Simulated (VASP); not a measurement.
Given:

```
CELL_PARAMETERS angstrom
      2.28116    -3.95109     0.00000
      2.28116     3.95109     0.00000
      0.00000     0.00000     7.42220
ATOMIC_POSITIONS crystal
  Mg 0.66667 0.33333 0.49981
  Mg 0.33333 0.66667 0.99981
  Te 0.66667 0.33333 0.87619
  Te 0.33333 0.66667 0.37619
```

Level of theory: PBEsol GGA, VASP's PBE PAW potentials (set 64) (plane waves; VASP). Run with 520 eV cut-off, 8×8×4 Γ-centred mesh, tetrahedra with Blöchl corrections, potentials Mg Te.

**Question.** Estimate the energy per atom (σ→0).

**Answer.** 
```yaml
energy per atom (σ→0): -3.448 eV/atom
```

Total energies compare only between runs with the same potentials, cut-off and functional.

The compound is MgTe in the wurtzite structure. It was relaxed first.
